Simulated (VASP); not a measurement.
# Faces of rock-salt TaC, part 2 of 2

How far do face, termination and an added layer move the work function? Model: rock-salt TaC at a = 4.45 A.

VASP 6.6.1, plane waves and PAW; the level of theory is named at each step.

So far: Set-up; Relax the state, PBEsol; Potential of the state, PBEsol.

## Step 5: Potential of the state, PBEsol

State “TaC(111), Ta ends, one layer of H on top”: a tighter run that also writes the potential.

Level: PBEsol; plane waves and PAW (Ta_pv, C, H).

Input file INCAR:

```
SYSTEM = Ta6HC5
PREC = Normal
ENCUT = 400
EDIFF = 1E-06
NELM = 120
ISMEAR = 1
SIGMA = 0.1
LREAL = Auto
ALGO = Fast
GGA = PS
NBANDS = 55
LASPH = .TRUE.
LORBIT = 11
LWAVE = .FALSE.
LCHARG = .FALSE.
KPAR = 2
IDIPOL = 3
LDIPOL = .TRUE.
DIPOL = 0.5 0.5 0.504
LVHAR = .TRUE.
LVACPOTAV = .TRUE.
NEDOS = 1500
```

Input file POSCAR:

```
Ta6HC5
1.0
    3.1466251760      0.0000000000      0.0000000000
   -1.5733125880      2.7250573390      0.0000000000
    0.0000000000      0.0000000000     29.8460434890
Ta C H
6 5 1
Direct
    0.0000000000      0.0000000000      0.2721211949
    0.6666666670      0.3333333330      0.3536384797
    0.3333333330      0.6666666670      0.4414630786
    0.0000000000      0.0000000000      0.5256921592
    0.6666666670      0.3333333330      0.6135387953
    0.3333333330      0.6666666670      0.6951901064
    0.3333333330      0.6666666670      0.3098202404
    0.0000000000      0.0000000000      0.3973422995
    0.6666666670      0.3333333330      0.4835170230
    0.3333333330      0.6666666670      0.5700337123
    0.0000000000      0.0000000000      0.6562838267
    0.6666666670      0.3333333330      0.7290378240
```

Input file KPOINTS:

```
Automatic mesh
0
Gamma
12 12 1
0 0 0
```

PAW data sets: Ta_pv, C and H (PBE family, release 64).

On the command line:

```console
mpirun -np 2 vasp_std
```

The program printed:

```text
[... set-up lines as in an earlier step ...]
 entering main loop
       N       E                     dE             d eps       ncg     rms          rms(c)
DAV:   1     0.683313960423E+03    0.68331E+03   -0.42970E+04  2490   0.122E+03
DAV:   2    -0.106620443218E+03   -0.78993E+03   -0.77414E+03  2485   0.379E+02
DAV:   3    -0.149284154262E+03   -0.42664E+02   -0.41892E+02  2676   0.818E+01
DAV:   4    -0.150947683693E+03   -0.16635E+01   -0.16462E+01  2756   0.153E+01
[...]
RMM:  31    -0.132257190192E+03   -0.27633E-05   -0.25523E-07  1090   0.109E-03    0.134E-03
RMM:  32    -0.132257191412E+03   -0.12203E-05   -0.13906E-07   847   0.886E-04    0.732E-04
RMM:  33    -0.132257191640E+03   -0.22728E-06   -0.78820E-08   870   0.923E-04
 [... a notice as in an earlier step ...]

   1 F= -.13225719E+03 E0= -.13225478E+03  d E =-.724656E-02
```

Wall time 2 min (2 MPI ranks of AMD EPYC 7R13 (Zen 3), shared host); peak memory 0.48 GiB.

Parts of OUTCAR (step 5):

```text
  Total       -6.1358137     -6.1358137     -1.1205653     -0.0000000      0.0000000      0.0000000
  in kB      -38.4127428    -38.4127428     -7.0152046     -0.0000000      0.0000000      0.0000000
  external PRESSURE =     -27.9468968 kB  Pullay stress =       0.0000000 kB

 POSITION                                       TOTAL-FORCE (eV/Angst)
 -----------------------------------------------------------------------------------
      0.00000      0.00000      8.12174         0.000000     -0.000000      0.003070
      1.57331      0.90835     10.55471        -0.000000      0.000000      0.011515
     -0.00000      1.81670     13.17593         0.000000      0.000000     -0.011564
      0.00000      0.00000     15.68983        -0.000000      0.000000     -0.010268
      1.57331      0.90835     18.31171        -0.000000      0.000000     -0.000511
     -0.00000      1.81670     20.74867        -0.000000      0.000000      0.008724
     -0.00000      1.81670      9.24691         0.000000      0.000000      0.027306
      0.00000      0.00000     11.85910         0.000000      0.000000      0.013633
      1.57331      0.90835     14.43107        -0.000000      0.000000     -0.019611
     -0.00000      1.81670     17.01325        -0.000000      0.000000     -0.024928
      0.00000      0.00000     19.58748        -0.000000      0.000000      0.003079
      1.57331      0.90835     21.75889        -0.000000      0.000000     -0.000445
 -----------------------------------------------------------------------------------
    total drift:                               -0.000008      0.000005      0.018869

  FREE ENERGIE OF THE ION-ELECTRON SYSTEM (eV)
  ---------------------------------------------------
  free  energy   TOTEN  =      -132.2571916398 eV

  energy  without entropy=     -132.2499450791  energy(sigma->0) =     -132.25477612

[... 2 parts as in an earlier step ...]

[... 1 further part left out ...]
[key lines of the parts left out:]
E-fermi :   1.8455
```

Read from the output:

| Item | Value |
| --- | --- |
| energy(sigma→0) of the program | -132.2548 eV |
| work function, upper and lower side | 4.21, 4.86 eV |

VASP warns that it found no field-free region by its own threshold; the planar potential, read 60 % of the way from the top atom to the cell's edge, stands at 4.21 eV above the Fermi level.

## Step 6: Free molecule: H2, PBEsol

Each gas relaxes alone in a box.

Level: PBEsol; plane waves and PAW (H).

System, named by how it was started: H2. The cell holds 2 atoms: 2 H. Cell: a = 10.000 Å, b = 10.500 Å, c = 12.000 Å, α = 90.0°, β = 90.0°, γ = 90.0°. Vacuum lies along a, b and c.

Input file INCAR:

```
SYSTEM = H
PREC = Normal
ENCUT = 400
EDIFF = 1E-05
NELM = 120
ISMEAR = 0
SIGMA = 0.01
LREAL = Auto
ALGO = Normal
GGA = PS
NBANDS = 7
LASPH = .TRUE.
LORBIT = 11
LWAVE = .FALSE.
LCHARG = .FALSE.
NCORE = 2
IBRION = 2
NSW = 60
ISIF = 2
EDIFFG = -0.03
POTIM = 0.4
MAXMIX = 40
ISYM = 0
```

Input file POSCAR:

```
H
1.0
   10.0000000000      0.0000000000      0.0000000000
    0.0000000000     10.5000000000      0.0000000000
    0.0000000000      0.0000000000     12.0000000000
H
2
Direct
    0.5000000000      0.5000000000      0.4691666700
    0.5000000000      0.5000000000      0.5308333300
```

Input file KPOINTS:

```
Automatic mesh
0
Gamma
1 1 1
0 0 0
```

PAW data sets: H (PBE family, release 64).

On the command line:

```console
mpirun -np 2 vasp_gam
```

The program printed:

```text
[banner, memory and clock lines left out]
running    2 mpi-ranks, on    1 nodes
[...]
|                                                                             |
|               ----> ADVICE to this user running VASP <----                  |
|                                                                             |
|     You have a (more or less) 'small supercell' and for smaller cells       |
|     it is recommended to use the reciprocal-space projection scheme!        |
|     The real-space optimization is not efficient for small cells and it     |
|     is also less accurate ...                                               |
|     Therefore, set LREAL=.FALSE. in the INCAR file.                         |
|                                                                             |

 [... a notice as in an earlier step ...]

 LDA part: xc-table for (Slater+PW92), standard interpolation
 POSCAR, INCAR and KPOINTS ok, starting setup
[...]
entering main loop
[...]
DAV:   3    -0.648753022136E+01   -0.61688E-03   -0.18908E-04    14   0.679E-02    0.201E-02
DAV:   4    -0.648763781730E+01   -0.10760E-03   -0.10282E-05    28   0.128E-02    0.540E-03
DAV:   5    -0.648766520184E+01   -0.27385E-04   -0.29196E-06    14   0.567E-03    0.313E-03
DAV:   6    -0.648767672742E+01   -0.11526E-04   -0.64275E-07    28   0.250E-03    0.754E-04
DAV:   7    -0.648769458150E+01   -0.17854E-04   -0.18240E-06    28   0.393E-03    0.314E-04
DAV:   8    -0.648769696764E+01   -0.23861E-05   -0.28520E-08    28   0.538E-04
   2 F= -.64876970E+01 E0= -.64876970E+01  d E =0.991210E-02
 trial-energy change:    0.009912  1 .order    0.007612   -0.034619    0.049843
 step:   0.3717(harm=  0.4099)  dis= 0.00961  next Energy=    -6.503925 (dE=-0.632E-02)
[...]
N       E                     dE             d eps       ncg     rms          rms(c)
DAV:   1    -0.650521490649E+01   -0.17520E-01   -0.29669E-01    14   0.287E+00    0.253E-01
DAV:   2    -0.650390107818E+01    0.13138E-02   -0.45155E-03    28   0.244E-01    0.566E-03
DAV:   3    -0.650390555249E+01   -0.44743E-05   -0.39479E-06    14   0.834E-03
   3 F= -.65039056E+01 E0= -.65039056E+01  d E =-.629648E-02
[...]
reached required accuracy - stopping structural energy minimisation
```

Elapsed: 13 s, on 2 MPI ranks; peak memory 0.46 GiB.

OUTCAR, selected parts (step 6):

```text
  Total       -0.1068432     -0.1105586     -0.1429433     -0.0000000     -0.0000000      0.0000000
  in kB       -0.1358585     -0.1405829     -0.1817623     -0.0000000     -0.0000000      0.0000000
  external PRESSURE =      -0.1527346 kB  Pullay stress =       0.0000000 kB

 POSITION                                       TOTAL-FORCE (eV/Angst)
 -----------------------------------------------------------------------------------
      5.00000      5.25000      5.62039        -0.000000     -0.000000      0.002693
      5.00000      5.25000      6.37961         0.000000      0.000000     -0.002693
 -----------------------------------------------------------------------------------
    total drift:                               -0.000001     -0.000000      0.000022

  FREE ENERGIE OF THE ION-ELECTRON SYSTEM (eV)
  ---------------------------------------------------
  free  energy   TOTEN  =        -6.5039055525 eV

  energy  without entropy=       -6.5039055525  energy(sigma->0) =       -6.50390555

[... 1 part as in an earlier step ...]

[... 3 further parts left out ...]
[key lines of the parts left out:]
E-fermi : -10.0433
```

This run gave:

| Property | Result |
| --- | --- |
| energy(sigma→0) of the program | -6.5039 eV |
| ionic steps | 3 |

## Step 7: The energy by hand

For “TaC(111), Ta ends, one layer of H on top”, from the relaxed energies at PBEsol: [-132.255 − (-127.923) − (0.5) × (-6.504)] = -1.08 eV.

## Step 8: All members

The other members went through these steps as far as the tables show, with one cutoff; 14 runs are not shown. The session took 4.1 core hours (wall time by ranks) on a shared machine.

Binding energy of an added atom against half its dimer; static energies, no zero-point or thermal terms; level: Fermi level of a metal, highest filled level otherwise.

```csv
state,layers,from state,gas taken up (+) or given off (-),"energy, PBEsol (eV)"
"TaC(001), 5 layers",5,,,
"TaC(001), 7 layers",7,,,
"TaC(110), 9 layers",9,,,
"TaC(111), Ta ends",11,,,
"TaC(111), C ends",11,,,
"TaC(111), Ta ends, one layer of F on top",,"TaC(111), Ta ends",+0.5 F2,-4.41
"TaC(111), Ta ends, one layer of Cl on top",,"TaC(111), Ta ends",+0.5 Cl2,-2.83
"TaC(111), Ta ends, one layer of H on top",,"TaC(111), Ta ends",+0.5 H2,-1.08
```

A blank entry does not apply, was not run or did not finish.

```csv
state,level below the vacuum (eV),gap (eV),nearest pair between the added atoms and the rest,its distance (Å)
"TaC(001), 5 layers",3.69,0.00,,
"TaC(001), 7 layers",3.68,0.00,,
"TaC(110), 9 layers",4.18,0.00,,
"TaC(111), Ta ends",4.78,0.00,,
"TaC(111), C ends",7.21,0.00,,
"TaC(111), Ta ends, one layer of F on top",4.23,0.00,F-Ta,2.30
"TaC(111), Ta ends, one layer of Cl on top",3.96,0.00,Cl-Ta,2.60
"TaC(111), Ta ends, one layer of H on top",4.21,0.00,H-Ta,2.08
```

## Step 9: Results

* TaC(111), Ta ends, one layer of F on top: binding -4.41 eV; level below the vacuum 4.23 eV (-0.55)
* TaC(111), Ta ends, one layer of Cl on top: binding -2.83 eV; level below the vacuum 3.96 eV (-0.82)
* TaC(111), Ta ends, one layer of H on top: binding -1.08 eV; level below the vacuum 4.21 eV (-0.57)
* TaC(001), 5 layers: work function 3.69 eV
* TaC(001), 7 layers: work function 3.68 eV
* TaC(110), 9 layers: work function 4.18 eV
* TaC(111), Ta ends: work function 4.78 eV
* TaC(111), C ends: work function 7.21 eV

**Reading.** The strongest binding is that of “TaC(111), Ta ends, one layer of F on top” (-4.41 eV) and the weakest that of “TaC(111), Ta ends, one layer of H on top” (-1.08 eV). The level below the vacuum on the upper side spans 3.68 eV (“TaC(001), 7 layers”) to 7.21 eV (“TaC(111), C ends”). Vacuum levels are VASP's own where it printed one and read from the planar potential otherwise; the two differ by up to about 0.05 eV, so smaller differences between rows mean nothing. The in-plane lattice is the typed one, not relaxed at this level, and the rock-salt form is assumed. Added layers start on the hollow sites that continue the stacking. The slabs ran without spin polarisation, which may matter for added atoms with open shells. One start was relaxed for each state, in a small cell at high coverage; entropy of the gases, which favours steps that give off gas, is left out.

[Lines on the potential files, build, host, timing and source positions are cut from VASP's logs without a mark.]

[Logs are printed without paths, hosts, clocks, repeated set-up lines and the standing remarks that a program may print on its own settings, such as how far it seeks lower states.]

[Hosts, paths, dates, database ids (printed as entryN), source tags and the programs' standing remarks are cut or masked in the printed files.]
